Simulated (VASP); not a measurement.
# A VASP study of BaY2 (PBE): structure first, properties next, part 3 of 5

Wanted: the relaxed cell of BaY2 and its properties. The cell is generated by rule, not measured, and may not be a known phase.

VASP 6.6.1; PBE; plane waves and PAW (Ba_sv, Y_sv); invented cell.

Still holding for the runs below: The k-mesh is coarse for a metal.

So far. Step 4 (Second relaxation): It ends with forces that vanish by symmetry and a pressure of 0.00 GPa. The volume moved by under 0.01 %: the run met its threshold at the first step. Step 5 (Single point with fields (PBE)): In this run the pressure is 0.00 GPa, small enough to go on.

## Step 6: Bands along the symmetry lines (PBE)

The mesh alone shows little of the dispersion and can miss band extrema, so KPOINTS_OPT adds a path through the symmetry points after the self-consistent cycle.

File INCAR:

```
SYSTEM = BaY2
PREC = Accurate
ENCUT = 400
EDIFF = 1E-06
NELM = 100
ISMEAR = 1
SIGMA = 0.2
LREAL = .FALSE.
ALGO = Normal
GGA = PE
NBANDS = 29
LORBIT = 11
LWAVE = .FALSE.
LCHARG = .FALSE.
```

File POSCAR:

```
BaY2
1.0
    5.7953314175      0.0000000000      0.0000000000
    0.0000000000      5.7953314175      0.0000000000
    0.0000000000      0.0000000000      3.9847444736
Ba Y
1 2
Direct
    0.5000000000      0.5000000000      0.0000000000
    0.5000000000      0.0000000000      0.5000000000
    0.0000000000      0.5000000000      0.5000000000
```

File KPOINTS:

```
Automatic mesh
0
Gamma
4 4 6
0 0 0
```

File KPOINTS_OPT:

```
Line mode
16
Line-mode
Reciprocal
  0.00000000   0.00000000   0.00000000 GAMMA
  0.00000000   0.50000000   0.00000000 X

  0.00000000   0.50000000   0.00000000 X
  0.50000000   0.50000000   0.00000000 M

  0.50000000   0.50000000   0.00000000 M
  0.00000000   0.00000000   0.00000000 GAMMA

  0.00000000   0.00000000   0.00000000 GAMMA
  0.00000000   0.00000000   0.50000000 Z

  0.00000000   0.00000000   0.50000000 Z
  0.00000000   0.50000000   0.50000000 R

  0.00000000   0.50000000   0.50000000 R
  0.50000000   0.50000000   0.50000000 A

  0.50000000   0.50000000   0.50000000 A
  0.00000000   0.00000000   0.50000000 Z

  0.00000000   0.50000000   0.00000000 X
  0.00000000   0.50000000   0.50000000 R

  0.50000000   0.50000000   0.00000000 M
  0.50000000   0.50000000   0.50000000 A
```

The projector-augmented-wave data sets are Ba_sv and Y_sv (PBE family, release 64).

Run with:

```sh
$ mpirun -np 1 vasp_std
```

What it wrote:

```text
[... set-up lines as in an earlier step ...]
 entering main loop
       N       E                     dE             d eps       ncg     rms          rms(c)
DAV:   1     0.161603321705E+03    0.16160E+03   -0.12721E+04  1424   0.818E+02
DAV:   2     0.197988491620E+01   -0.15962E+03   -0.15113E+03  1736   0.219E+02
DAV:   3    -0.136376851723E+02   -0.15618E+02   -0.15167E+02  2454   0.448E+01
DAV:   4    -0.143288866988E+02   -0.69120E+00   -0.68700E+00  1916   0.950E+00
DAV:   5    -0.143577451685E+02   -0.28858E-01   -0.28846E-01  2088   0.160E+00    0.209E+01
DAV:   6    -0.121181041132E+02    0.22396E+01   -0.27946E+00  1741   0.628E+00    0.133E+01
DAV:   7    -0.120806471393E+02    0.37457E-01   -0.10922E+00  2006   0.349E+00    0.640E+00
DAV:   8    -0.120915293698E+02   -0.10882E-01   -0.23573E-01  1961   0.191E+00    0.120E+00
DAV:   9    -0.120829331180E+02    0.85963E-02   -0.21024E-02  1791   0.554E-01    0.401E-01
DAV:  10    -0.120824899218E+02    0.44320E-03   -0.44614E-03  1938   0.320E-01    0.230E-01
DAV:  11    -0.120824334745E+02    0.56447E-04   -0.33952E-04  1775   0.880E-02    0.757E-02
DAV:  12    -0.120824209910E+02    0.12484E-04   -0.67514E-05  1678   0.416E-02    0.174E-02
DAV:  13    -0.120824242775E+02   -0.32865E-05   -0.11696E-05  2025   0.141E-02    0.150E-02
DAV:  14    -0.120824235930E+02    0.68448E-06   -0.66826E-07  1159   0.387E-03
   1 F= -.12082424E+02 E0= -.12081881E+02  d E =-.162744E-02
 Start KPOINTS_OPT (optional k-point list driver)
k-point batch [1-24\144]
       N       E                     dE             ncg
DAV:   1    -0.868658450085E+04   -0.15613E+05     1432
DAV:   2    -0.125737126745E+05   -0.38871E+04     1742
DAV:   3    -0.129659058579E+05   -0.39219E+03     2550
DAV:   4    -0.129810043532E+05   -0.15098E+02     1821
DAV:   5    -0.129817160358E+05   -0.71168E+00     2113
DAV:   6    -0.129817207225E+05   -0.46867E-02     1807
DAV:   7    -0.129817208895E+05   -0.16706E-03     2089
DAV:   8    -0.129817208908E+05   -0.12457E-05     1458
DAV:   9    -0.129817208908E+05   -0.68334E-07     1123
[...]
k-point batch [121-144\144]
       N       E                     dE             ncg
DAV:   1    -0.855731494360E+04   -0.26334E+05     1424
DAV:   2    -0.124553375087E+05   -0.38980E+04     1712
DAV:   3    -0.128576671255E+05   -0.40233E+03     2449
DAV:   4    -0.128745632686E+05   -0.16896E+02     1892
DAV:   5    -0.128751490013E+05   -0.58573E+00     2061
DAV:   6    -0.128751574208E+05   -0.84194E-02     1886
DAV:   7    -0.128751576175E+05   -0.19675E-03     2050
DAV:   8    -0.128751576206E+05   -0.30631E-05     1630
DAV:   9    -0.128751576207E+05   -0.83330E-07     1103
```

Wall time 5.3 min (1 MPI rank of AMD EPYC 7R43, shared host); peak memory 0.22 GiB.

OUTCAR, selected parts (step 6):

```text
   k-points           NKPTS =     24   k-points in BZ     NKDIM =     24   number of bands    NBANDS=     29

   NELECT =      32.0000    total number of electrons

 E-fermi :   1.9592

 k-point     1 :       0.0000    0.0000    0.0000
  band No.  band energies     occupation
    ...
     13      -1.5674      2.00000
     14       0.4365      2.00000
     15       0.4379      2.00000
     16       1.1032      2.00000
     17       1.9064      1.42990
     18       2.7289     -0.00000
     19       2.7289     -0.00000
     20       3.8822     -0.00000
     21       3.8822     -0.00000
     22       4.0140     -0.00000
    ...

  Total        0.0025801      0.0025801     -0.0162208      0.0000000      0.0000000      0.0000000
  in kB        0.0308883      0.0308883     -0.1941900      0.0000000      0.0000000      0.0000000
  external PRESSURE =      -0.0441378 kB  Pullay stress =       0.0000000 kB

  FREE ENERGIE OF THE ION-ELECTRON SYSTEM (eV)
  ---------------------------------------------------
  free  energy   TOTEN  =       -12.0824235930 eV

  energy  without entropy=      -12.0807961573  energy(sigma->0) =      -12.08188111

[... 9 parts as in an earlier step ...]

[... 8 further parts left out ...]
```

This step gave:

| Property | Result |
| --- | --- |
| bands | 29 |
| pressure | -0.004414 GPa |

The electronic bands at the labelled points (eV, zero at the Fermi level; # counts the bands kept, so #1 is VASP's band 13):

```csv
point,#1,#2,#3,#4,#5,#6,#7,#8
Γ,-3.53,-1.52,-1.52,-0.86,-0.05,0.77,0.77,1.92
0.47 of the way,-3.18,-1.47,-1.34,-0.71,-0.04,0.83,1.13,1.33
X,-2.50,-1.77,-1.04,-0.45,0.11,0.73,0.91,1.07
0.47 of the way,-2.07,-1.61,-0.83,-0.60,0.08,0.33,1.28,1.41
M,-1.27,-1.27,-0.91,-0.65,0.03,0.03,1.77,1.77
0.47 of the way,-2.63,-1.29,-1.08,-0.64,-0.03,0.45,1.24,1.40
Γ,-3.53,-1.52,-1.52,-0.86,-0.05,0.77,0.77,1.92
0.53 of the way,-2.55,-0.46,-0.45,-0.42,0.28,0.53,0.53,1.09
Z,-1.10,-0.57,0.12,0.52,0.52,0.58,0.58,0.83
0.53 of the way,-1.22,-0.53,-0.10,0.16,0.20,0.30,0.70,0.81
R,-1.44,-0.49,-0.22,-0.02,0.14,0.45,0.57,0.79
0.53 of the way,-1.58,-1.26,-0.79,-0.52,0.16,1.03,1.17,1.37
A,-1.68,-1.68,-1.05,-0.57,-0.01,1.42,1.42,1.66
0.47 of the way,-1.39,-0.94,-0.64,-0.37,0.28,0.52,1.02,1.06
Z,-1.10,-0.57,0.12,0.52,0.52,0.58,0.58,0.83
jump to X,-2.50,-1.77,-1.04,-0.45,0.11,0.73,0.91,1.07
0.53 of the way,-1.46,-1.38,-0.18,-0.01,0.05,0.07,0.42,0.98
R,-1.44,-0.49,-0.22,-0.02,0.14,0.45,0.57,0.79
jump to M,-1.27,-1.27,-0.91,-0.65,0.03,0.03,1.77,1.77
0.47 of the way,-1.21,-1.21,-0.95,-0.21,0.27,0.27,0.73,1.30
A,-1.68,-1.68,-1.05,-0.57,-0.01,1.42,1.42,1.66
```

Of the projections kept (Ba, Y), the largest for each band there; the rest of the weight can lie on other orbitals:

```csv
point,#1,#2,#3,#4,#5,#6,#7,#8
Γ,Y 0.77,Y 0.67,Y 0.73,Y 0.81,Y 0.96,Y 0.75,Y 0.75,Y 0.87
X,Y 0.73,Y 0.83,Y 0.67,Y 0.76,Y 1.00,Y 0.94,Y 0.74,Y 0.78
M,Y 0.83,Y 0.83,Y 0.72,Y 0.54,Y 1.00,Y 1.00,Y 0.97,Y 0.97
Γ,Y 0.77,Y 0.67,Y 0.73,Y 0.81,Y 0.96,Y 0.75,Y 0.75,Y 0.87
Z,Y 0.86,Y 0.73,Y 1.00,Y 0.93,Y 0.93,Ba 0.51,Ba 0.51,Y 0.89
R,Y 0.63,Y 0.77,Y 0.68,Y 0.94,Y 0.80,Y 0.83,Y 0.62,Y 0.93
```

There is no gap at this level.

Of the bands kept, 3 cross the Fermi level on this path.

## Step 7: Density of states (PBE)

Here the states are counted by energy and projected on the atoms. The mesh is finer than in the run before.

INCAR: that of step 6 with these lines changed.

```diff
@@ -5,3 +5,3 @@
 NELM = 100
-ISMEAR = 1
+ISMEAR = -5
 SIGMA = 0.2
@@ -14 +14,2 @@
 LCHARG = .FALSE.
+NEDOS = 2001
```

POSCAR is that of step 6.

File KPOINTS:

```
Automatic mesh
0
Gamma
6 6 8
0 0 0
```

Run with:

```sh
$ mpirun -np 1 vasp_std
```

What it wrote:

```text
[... set-up lines as in an earlier step ...]
 entering main loop
       N       E                     dE             d eps       ncg     rms          rms(c)
DAV:   1     0.164501803667E+03    0.16450E+03   -0.12621E+04  2932   0.822E+02
DAV:   2     0.104642880636E+01   -0.16346E+03   -0.15476E+03  3634   0.220E+02
DAV:   3    -0.136665059950E+02   -0.14713E+02   -0.14268E+02  4891   0.448E+01
DAV:   4    -0.143366176940E+02   -0.67011E+00   -0.66579E+00  4088   0.915E+00
DAV:   5    -0.143623735810E+02   -0.25756E-01   -0.25853E-01  4220   0.151E+00    0.207E+01
DAV:   6    -0.121197579974E+02    0.22426E+01   -0.27072E+00  3697   0.629E+00    0.130E+01
DAV:   7    -0.120766857981E+02    0.43072E-01   -0.10698E+00  4207   0.345E+00    0.675E+00
DAV:   8    -0.120876083457E+02   -0.10923E-01   -0.21163E-01  4229   0.181E+00    0.178E+00
DAV:   9    -0.120821807231E+02    0.54276E-02   -0.14913E-02  3668   0.491E-01    0.417E-01
DAV:  10    -0.120819655211E+02    0.21520E-03   -0.65231E-03  3429   0.413E-01    0.196E-01
DAV:  11    -0.120818855056E+02    0.80015E-04   -0.84707E-04  3331   0.162E-01    0.677E-02
DAV:  12    -0.120819065368E+02   -0.21031E-04   -0.92406E-05  4268   0.444E-02    0.305E-02
DAV:  13    -0.120819048589E+02    0.16779E-05   -0.77410E-06  4061   0.130E-02    0.112E-02
DAV:  14    -0.120819036064E+02    0.12525E-05   -0.53711E-07  2127   0.376E-03    0.433E-03
DAV:  15    -0.120819030446E+02    0.56179E-06   -0.97402E-08  2030   0.164E-03
   1 F= -.12081903E+02 E0= -.12081903E+02  d E =0.000000E+00
 -----------------------------------------------------------------------------
|                                                                             |
|           W    W    AA    RRRRR   N    N  II  N    N   GGGG   !!!           |
|           W    W   A  A   R    R  NN   N  II  NN   N  G    G  !!!           |
|           W    W  A    A  R    R  N N  N  II  N N  N  G       !!!           |
|           W WW W  AAAAAA  RRRRR   N  N N  II  N  N N  G  GGG   !            |
|           WW  WW  A    A  R   R   N   NN  II  N   NN  G    G                |
|           W    W  A    A  R    R  N    N  II  N    N   GGGG   !!!           |
|                                                                             |
|     Tetrahedron method does not include variations of the Fermi             |
|     occupations, so forces and stress will be inaccurate. We suggest        |
|     using a different smearing scheme ISMEAR = 1 or 2 for metals in         |
|     relaxations.                                                            |
|                                                                             |
 -----------------------------------------------------------------------------
```

Run time: 2.5 min. Hardware: 1 MPI rank; peak memory 0.25 GiB.

OUTCAR, selected parts (step 7):

```text
   k-points           NKPTS =     50   k-points in BZ     NKDIM =     50   number of bands    NBANDS=     29

   NELECT =      32.0000    total number of electrons

 E-fermi :   1.9762

 k-point     1 :       0.0000    0.0000    0.0000
  band No.  band energies     occupation
    ...
     13      -1.5691      2.00000
     14       0.4354      2.00000
     15       0.4370      2.00000
     16       1.1017      2.00000
     17       1.9025      2.29461
     18       2.7271      0.00000
     19       2.7271      0.00000
     20       3.8807      0.00000
     21       3.8807      0.00000
     22       4.0102      0.00000
    ...

  Total       -0.0270080     -0.0270080      0.1191519      0.0000000      0.0000000      0.0000000
  in kB       -0.3233297     -0.3233297      1.4264431      0.0000000      0.0000000      0.0000000
  external PRESSURE =       0.2599279 kB  Pullay stress =       0.0000000 kB

  FREE ENERGIE OF THE ION-ELECTRON SYSTEM (eV)
  ---------------------------------------------------
  free  energy   TOTEN  =       -12.0819030446 eV

  energy  without entropy=      -12.0819030446  energy(sigma->0) =      -12.08190304

[... 7 parts as in an earlier step ...]

[... 10 further parts left out ...]
```

With tetrahedra the forces and stress of a metal are not exact derivatives of the energy.

Numbers from this step:

```yaml
scf_cycles: 15
irreducible_k_points: 50
fermi_energy: 1.976 eV
pressure: 0.02599 GPa
dos_at_the_fermi_level: 4.460 states/eV/cell
```

The density of states has structure finer than the step of the table below, so its rows give means over 0.5 eV, whole bins alone (the curve runs from -12.0 to 2.45 eV). Peaks (eV: height): total -0.56: 6.47, 0.16: 8.37, 0.96: 10.4, 1.90: 8.88; Y d 0.16: 3.29, 0.96: 4.67, 1.54: 3.33, 1.90: 5.21; Ba d -0.56: 0.645, 0.22: 0.860, 0.74: 0.688, 0.96: 0.768; Y s -1.52: 0.731.

States under -12.0 eV and over 2.4 eV are left out. The density of states by energy, zero at the Fermi level; means over each step; values in states/eV/cell:

```csv
energy (eV),total,Y d,Ba d,Y s
-4.0,0,0,0,0
-3.5,0.0589,1.3e-4,1.3e-5,0.0112
-3.0,0.391,0.00239,0.00123,0.0727
-2.5,0.777,0.0141,0.00808,0.139
-2.0,0.962,0.0394,0.0224,0.164
-1.5,3.48,0.397,0.269,0.522
-1.0,3.43,0.710,0.357,0.221
-0.5,5.15,1.50,0.497,0.0756
0.0,5.46,2.12,0.392,0.0382
0.5,5.44,2.05,0.573,0.0460
1.0,7.67,3.36,0.574,0.0655
1.5,5.72,2.81,0.226,0.0480
2.0,6.60,4.01,0.121,0.0555
```

The finer mesh and the other smearing move the Fermi level by +0.02 eV from the 4×4×6 run, a small shift, which tests the Fermi level alone. Of the states within 0.3 eV of the Fermi level, the largest shares in the PAW spheres are Y d 38 % and Ba d 8 %. The rest lies in smaller channels or between the spheres.

## Step 8: Field gradients at the nuclei (PBE)

Field gradients probe how far the charge around each nucleus departs from cubic symmetry; LASPH keeps the non-spherical terms inside the spheres.

File INCAR:

```
SYSTEM = BaY2
PREC = Accurate
ENCUT = 400
EDIFF = 1E-07
NELM = 100
ISMEAR = 1
SIGMA = 0.2
LREAL = .FALSE.
ALGO = Normal
GGA = PE
NBANDS = 22
LORBIT = 11
LWAVE = .FALSE.
LCHARG = .FALSE.
LEFG = .TRUE.
LASPH = .TRUE.
```

POSCAR is that of step 7.

File KPOINTS:

```
Automatic mesh
0
Gamma
4 4 6
0 0 0
```

Run with:

```sh
$ mpirun -np 1 vasp_std
```

What it wrote:

```text
[... set-up lines as in an earlier step ...]
 entering main loop
       N       E                     dE             d eps       ncg     rms          rms(c)
[... 1 cycle as in an earlier step ...]
DAV:   2     0.742715614153E+00   -0.17119E+03   -0.16507E+03  1372   0.265E+02
[... 1 cycle as in an earlier step ...]
DAV:   4    -0.143354309742E+02   -0.87665E+00   -0.86284E+00  1648   0.118E+01
DAV:   5    -0.143575676113E+02   -0.22137E-01   -0.22133E-01  1550   0.178E+00    0.208E+01
DAV:   6    -0.121284855404E+02    0.22291E+01   -0.66915E+00  1362   0.828E+00    0.140E+01
DAV:   7    -0.120767788702E+02    0.51707E-01   -0.13927E+00  1646   0.437E+00    0.607E+00
DAV:   8    -0.120848406297E+02   -0.80618E-02   -0.25631E-01  1628   0.216E+00    0.668E-01
DAV:   9    -0.120827357298E+02    0.21049E-02   -0.25209E-02  1424   0.634E-01    0.348E-01
DAV:  10    -0.120825058723E+02    0.22986E-03   -0.34851E-03  1478   0.357E-01    0.142E-01
DAV:  11    -0.120825264694E+02   -0.20597E-04   -0.31452E-04  1682   0.967E-02    0.394E-02
DAV:  12    -0.120825172208E+02    0.92486E-05   -0.50951E-05  1486   0.378E-02    0.107E-02
DAV:  13    -0.120825197832E+02   -0.25624E-05   -0.53429E-06  1580   0.146E-02    0.482E-03
DAV:  14    -0.120825197193E+02    0.63915E-07   -0.47004E-07  1398   0.381E-03
ion   1
     0.0000000     0.0000000    -0.0000000     0.1952983    -0.0000000    -0.0000000
     0.0000600     0.0000000    -0.0000000     0.1952983    -0.0000000    -0.0000000
     0.0000826     0.0000000    -0.0000000     0.1952983    -0.0000000    -0.0000000
     0.0001137     0.0000000    -0.0000000     0.1952983    -0.0000000    -0.0000000
     0.0001566     0.0000000    -0.0000000     0.1952983    -0.0000000    -0.0000000

     0.0000000     0.0000000     0.0000000     6.6850155    -0.0000000    -0.0000000
     0.0000600     0.0000000     0.0000000     6.6854153    -0.0000000    -0.0000000
     0.0000826     0.0000000     0.0000000     6.6857095    -0.0000000    -0.0000000
     0.0001137     0.0000000     0.0000000     6.6862268    -0.0000000    -0.0000000
     0.0001566     0.0000000     0.0000000     6.6871256    -0.0000000    -0.0000000

ion   2
     0.0000000     0.0000000    -0.0000000    -0.7578655    -0.0000000     0.7171153
     0.0000519     0.0000000    -0.0000000    -0.7578655    -0.0000000     0.7171153
     0.0000714     0.0000000    -0.0000000    -0.7578655    -0.0000000     0.7171153
     0.0000984     0.0000000    -0.0000000    -0.7578655    -0.0000000     0.7171152
     0.0001355     0.0000000    -0.0000000    -0.7578655    -0.0000000     0.7171150

     0.0000000     0.0000000    -0.0000000     1.2464484    -0.0000000    13.1511708
     0.0000519     0.0000000    -0.0000000     1.2463035    -0.0000000    13.1483890
     0.0000714     0.0000000    -0.0000000     1.2462383    -0.0000000    13.1467806
     0.0000984     0.0000000    -0.0000000     1.2461422    -0.0000000    13.1441426
     0.0001355     0.0000000    -0.0000000     1.2460029    -0.0000000    13.1398346

ion   3
     0.0000000     0.0000000    -0.0000000    -0.7578655     0.0000000    -0.7171153
     0.0000519     0.0000000    -0.0000000    -0.7578655     0.0000000    -0.7171153
     0.0000714     0.0000000    -0.0000000    -0.7578655     0.0000000    -0.7171153
     0.0000984     0.0000000    -0.0000000    -0.7578655     0.0000000    -0.7171152
     0.0001355     0.0000000    -0.0000000    -0.7578655     0.0000000    -0.7171150

     0.0000000     0.0000000     0.0000000     1.2464484     0.0000000   -13.1511708
     0.0000519     0.0000000     0.0000000     1.2463035     0.0000000   -13.1483890
     0.0000714     0.0000000     0.0000000     1.2462383     0.0000000   -13.1467806
     0.0000984     0.0000000     0.0000000     1.2461422     0.0000000   -13.1441426
     0.0001355     0.0000000     0.0000000     1.2460029     0.0000000   -13.1398346

   1 F= -.12082520E+02 E0= -.12081981E+02  d E =-.161759E-02
```

Elapsed: 63 s, on 1 MPI rank; peak memory 0.19 GiB.

From OUTCAR (step 8):

```text
   NELECT =      32.0000    total number of electrons

 E-fermi :   1.9591

 k-point     1 :       0.0000    0.0000    0.0000
  band No.  band energies     occupation
    ...
     13      -1.5670      2.00000
     14       0.4363      2.00000
     15       0.4381      2.00000
     16       1.1028      2.00000
     17       1.9063      1.43003
     18       2.7294     -0.00000
     19       2.7294     -0.00000
     20       3.8823     -0.00000
     21       3.8823     -0.00000
     22       4.0142     -0.00000

  Total        0.0024101      0.0024101     -0.0160297      0.0000000      0.0000000      0.0000000
  in kB        0.0288531      0.0288531     -0.1919012      0.0000000      0.0000000      0.0000000
  external PRESSURE =      -0.0447317 kB  Pullay stress =       0.0000000 kB

  FREE ENERGIE OF THE ION-ELECTRON SYSTEM (eV)
  ---------------------------------------------------
  free  energy   TOTEN  =       -12.0825197193 eV

  energy  without entropy=      -12.0809021326  energy(sigma->0) =      -12.08198052

 Electric field gradients after diagonalization (V/A^2)
 (convention: |V_zz| > |V_xx| > |V_yy|)
----------------------------------------------------------------------
 ion       V_xx      V_yy      V_zz     asymmetry (V_yy - V_xx)/ V_zz
----------------------------------------------------------------------
   1       3.995     3.995    -7.989       0.000
   2     -15.000    -1.548    16.548       0.813
   3     -15.000    -1.548    16.548       0.813
----------------------------------------------------------------------

[... 9 parts as in an earlier step ...]

[... 9 further parts left out ...]
```

Numbers from this step:

- SCF cycles: 14
- bands: 22
- irreducible k-points: 24
- Fermi energy: 1.959 eV
- pressure: -0.004473 GPa

Electric field gradients, by row:

```csv
atom,Vxx (V/Å²),Vyy (V/Å²),Vzz (V/Å²),asymmetry
Ba1,3.995,3.995,-7.989,0
Y2,-15,-1.548,16.55,0.813
Y3,-15,-1.548,16.55,0.813
```

The largest gradient, 16.55 V/Å², sits on Y2 and like sites; the stable nuclei of Y have no quadrupole moment in their ground state, so NMR and NQR don't see it.

[end of part 3 of 5]

[Lines on the potential files, build, host, timing and source positions are cut from VASP's logs without a mark.]

[Logs are printed without paths, hosts, clocks, repeated set-up lines and the standing remarks that a program may print on its own settings, such as how far it seeks lower states.]

[Hosts, paths, dates, database ids (printed as entryN), source tags and the programs' standing remarks are cut or masked in the printed files.]

[A measured line is paired with the nearest computed mode of its activity, which favours agreement.]
